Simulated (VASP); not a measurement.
Here is the system:

```yaml
crystal:
  lattice:
    - [-2.75906, 2.75906, 5.47161]
    - [2.75906, -2.75906, 5.47161]
    - [2.75906, 2.75906, -5.47161]
  atoms:
    - { symbol: Ga, position: [0.50000, 0.50000, 0.00000] }
    - { symbol: Ga, position: [0.25000, 0.75000, 0.50000] }
    - { symbol: Cu, position: [0.00000, 0.00000, 0.00000] }
    - { symbol: Cu, position: [0.75000, 0.25000, 0.50000] }
    - { symbol: Se, position: [0.87500, 0.88368, 0.50868] }
    - { symbol: Se, position: [0.11632, 0.62500, 0.99132] }
    - { symbol: Se, position: [0.37500, 0.36632, 0.49132] }
    - { symbol: Se, position: [0.63368, 0.12500, 0.00868] }
```

The numbers are results of LDA (Ceperley-Alder, Perdew-Zunger), VASP's LDA PAW potentials (set 64) (plane waves; VASP), not measurements. Numerical set-up: 400 eV cut-off, 6×6×6 Γ-centred mesh, tetrahedra with Blöchl corrections, potentials Ga_d Cu Se.

The cores are frozen, which limits the accuracy of field gradients.

Question: Give the principal components of the electric field gradient (V/Å²) and the asymmetry η at each nucleus.

Answer: 
```tsv
atom	Vxx	Vyy	Vzz	η
Ga1	0.3	0.3	-0.6	0.01
Ga2	0.3	0.3	-0.6	0.01
Cu3	-2.6	-2.6	5.3	0.00
Cu4	-2.6	-2.6	5.3	0.00
Se5	138.6	20.9	-159.5	0.74
Se6	138.6	20.9	-159.5	0.74
Se7	138.6	20.9	-159.5	0.74
Se8	138.6	20.9	-159.5	0.74
```

The compound is CuGaSe2 in the chalcopyrite structure. It was relaxed first.
